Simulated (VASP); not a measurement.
Input:

```yaml
crystal:
  lattice:
    - [0.00000, 2.96837, 2.96837]
    - [2.96837, 0.00000, 2.96837]
    - [2.96837, 2.96837, 0.00000]
  atoms:
    - { symbol: Cd, position: [0.00000, 0.00000, 0.00000] }
    - { symbol: S, position: [0.25000, 0.25000, 0.25000] }
```

Method: PBE GGA, VASP's PBE PAW potentials (set 64) (plane waves; VASP). Settings: 520 eV cut-off, Gaussian smearing of 0.050 eV, potentials Cd S.

Question: What does the run give for the band gap (along the path) with the smallest direct gap where there is one?

Answer: 
```json
{
 "band gap (along the path)": "1.03 eV",
 "smallest direct gap (along the path)": "1.03 eV"
}
```

The absolute energy has meaning only against runs of the same code, potentials and settings.

The compound is CdS in the zinc blende structure, a metastable form; wurtzite is the usual one. It was relaxed first, which changed the volume by +6 %.
